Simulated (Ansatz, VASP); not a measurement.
# WC (Qusongite) in two plane-wave programs, part 2 of 2

Wanted: the spread between two codes on one cell, functional and k mesh. The cell is taken from a series of runs on this material, whose earlier steps may have relaxed, scaled, displaced or heated it; both programs get it as it stands.

VASP 6.6.1 and Ansatz 0.2.0.

So far: The structure; Ansatz: zone-centre phonons, LDA; VASP: zone-centre phonons, LDA.

**3. VASP: zone-centre phonons, LDA (continued)**

Level of this step: LDA; plane waves and PAW (C, W) (VASP).

Numbers of over 12 decimals in the logs are rounded to 6 here.

OUTCAR, selected parts (step 3):

```text
ion  position               nearest neighbor table
   1  0.667  0.333  0.500-   2 2.22   2 2.22   2 2.22   2 2.22   2 2.22   2 2.22
   2  0.000  0.000  0.000-   1 2.22   1 2.22   1 2.22   1 2.22   1 2.22   1 2.22

  LATTYP: Found a hexagonal cell.
 ALAT       =     2.9992864537
 C/A-ratio  =     0.9244704066

 Subroutine GETGRP returns: Found 12 space group operations
 (whereof 12 operations were pure point group operations)

The static configuration has the point symmetry D_3h.

 Found    333 irreducible k-points:

   k-points           NKPTS =    333   k-points in BZ     NKDIM =    333   number of bands    NBANDS=     11

   dimension x,y,z NGX =    24 NGY =   24 NGZ =   24
   dimension x,y,z NGXF=    48 NGYF=   48 NGZF=   48

   ENCUT  =  600.0 eV  44.10 Ry    6.64 a.u.   5.99  5.99  5.54*2*pi/ulx,y,z

   NELECT =      10.0000    total number of electrons

 k-points in reciprocal lattice and weights: Automatic mesh
   0.00000000  0.00000000  0.00000000       0.000
   0.05555556 -0.00000000  0.00000000       0.001
   0.11111111 -0.00000000  0.00000000       0.001
   0.16666667 -0.00000000  0.00000000       0.001
   0.22222222  0.00000000  0.00000000       0.001
   0.27777778 -0.00000000  0.00000000       0.001
   0.33333333  0.00000000  0.00000000       0.001
   0.38888889 -0.00000000  0.00000000       0.001
   0.44444444  0.00000000  0.00000000       0.001
[...]
0.33333333  0.27777778  0.50000000       0.002
   0.33333333  0.33333333  0.50000000       0.000

 average (electrostatic) potential at core
       1 -50.7576       2 -38.1576

  Total       -4.2291560     -4.2291560     -0.0618205     -0.0000000     -0.0000000      0.0000000
  in kB     -313.6799853   -313.6799853     -4.5852746     -0.0000000     -0.0000000      0.0000000
  external PRESSURE =    -210.6484151 kB  Pullay stress =       0.0000000 kB

  energy-cutoff  :      600.00
  volume of cell :       21.60
      direct lattice vectors                 reciprocal lattice vectors
     2.999286454  0.000000000  0.000000000     0.333412635  0.192495875  0.000000000
    -1.499643227  2.597458262  0.000000000     0.000000000  0.384991749  0.000000000
     0.000000000  0.000000000  2.772751567     0.000000000  0.000000000  0.360652578

 POSITION                                       TOTAL-FORCE (eV/Angst)
 -----------------------------------------------------------------------------------
      1.49964      0.86582      1.38638        -0.000000      0.000000      0.000000
      0.00000      0.00000      0.00000         0.000000      0.000000      0.000000
 -----------------------------------------------------------------------------------
    total drift:                               -0.000000      0.000000      0.000000

 Eigenvectors and eigenvalues of the dynamical matrix
 ----------------------------------------------------

   1 f  =   17.487652 THz   109.878156 2PiTHz  583.325273 cm-1    72.323084 meV
             X         Y         Z           dx          dy          dz
      1.499643  0.865819  1.386376     0.845655    0.472795    0.000000
      0.000000  0.000000  0.000000    -0.216164   -0.120854    0.000000

   2 f  =   17.487652 THz   109.878156 2PiTHz  583.325273 cm-1    72.323084 meV
             X         Y         Z           dx          dy          dz
      1.499643  0.865819  1.386376    -0.472795    0.845655   -0.000000
      0.000000  0.000000  0.000000     0.120854   -0.216164    0.000000

   3 f  =   16.502989 THz   103.691341 2PiTHz  550.480473 cm-1    68.250849 meV
             X         Y         Z           dx          dy          dz
      1.499643  0.865819  1.386376    -0.000000    0.000000    0.968849
      0.000000  0.000000  0.000000     0.000000    0.000000   -0.247654

   4 f/i=    0.000286 THz     0.001799 2PiTHz    0.009553 cm-1     0.001184 meV
             X         Y         Z           dx          dy          dz
      1.499643  0.865819  1.386376     0.000000    0.000000   -0.247654
      0.000000  0.000000  0.000000    -0.000000    0.000000   -0.968849

   5 f/i=    0.000313 THz     0.001965 2PiTHz    0.010432 cm-1     0.001293 meV
             X         Y         Z           dx          dy          dz
      1.499643  0.865819  1.386376     0.152449   -0.195171   -0.000000
      0.000000  0.000000  0.000000     0.596397   -0.763530    0.000000

   6 f/i=    0.000313 THz     0.001965 2PiTHz    0.010432 cm-1     0.001293 meV
             X         Y         Z           dx          dy          dz
      1.499643  0.865819  1.386376    -0.195171   -0.152449    0.000000
      0.000000  0.000000  0.000000    -0.763530   -0.596397    0.000000

 ELASTIC MODULI CONTR FROM IONIC RELAXATION (kBar)
 Direction    XX          YY          ZZ          XY          YZ          ZX
 --------------------------------------------------------------------------------
 XX         -68.1187     68.1187     -0.0000     -0.0000     -0.0000      0.0000
 YY          68.1187    -68.1187      0.0000     -0.0000      0.0000     -0.0000
 ZZ          -0.0000      0.0000     -0.0000     -0.0000     -0.0000      0.0000
 XY          -0.0000     -0.0000     -0.0000    -68.1187     -0.0000      0.0000
 YZ          -0.0000      0.0000     -0.0000     -0.0000     -0.0000     -0.0000
 ZX           0.0000     -0.0000      0.0000      0.0000     -0.0000     -0.0000
 --------------------------------------------------------------------------------
```

**4. Comparison**

Known differences besides the potentials themselves: the two LDA forms differ slightly; the data sets hold 18 valence electrons in Ansatz (on its PAW soft_1 files) and 10 in VASP; the cutoff is 420 eV in Ansatz and 600 eV in VASP; VASP's log shows a relativistic correction to its local exchange, Ansatz's none. Total energies have different zeros and are not compared.

The two programs side by side:

```csv
quantity,Ansatz,VASP,difference
optical mode 1 (cm⁻¹),547.0,550.5,-0.62 %
optical mode 2 to 3 (cm⁻¹),576.5,583.3,-1.17 %
```

Modes are paired by rising frequency, not by their patterns, so a pair may set unlike modes beside each other; they are those without the splitting of longitudinal modes.

**5. What came out**

```yaml
r_m_s_difference_of_the_optical_zone_centre_modes_each_program_s_sorted_by_frequency_zone_centre_phonons_lda: 5.9 cm⁻¹
difference_in_optical_mode_2_to_3_zone_centre_phonons_lda: -1.2 %
```

What this shows: The r.m.s. difference of the optical zone-centre modes, each program's sorted by frequency is 5.9 cm⁻¹ (zone-centre phonons, LDA). The data sets hold unlike numbers of valence electrons (18 in Ansatz and 10 in VASP), so part of the differences comes from the potentials. Among the rows given in per cent, the largest difference of the zone-centre phonons, LDA pair is in optical mode 2 to 3, -1.2 %. Such differences can come from data sets, numerical settings and the points named under the comparisons, not from the functional's error against experiment.

[Lines on the potential files, build, host, timing and source positions are cut from VASP's logs without a mark.]

[Logs are printed without paths, hosts, clocks, repeated set-up lines and the standing remarks that a program may print on its own settings, such as how far it seeks lower states.]

[Hosts, paths, dates, database ids (printed as entryN), source tags and the programs' standing remarks are cut or masked in the printed files.]
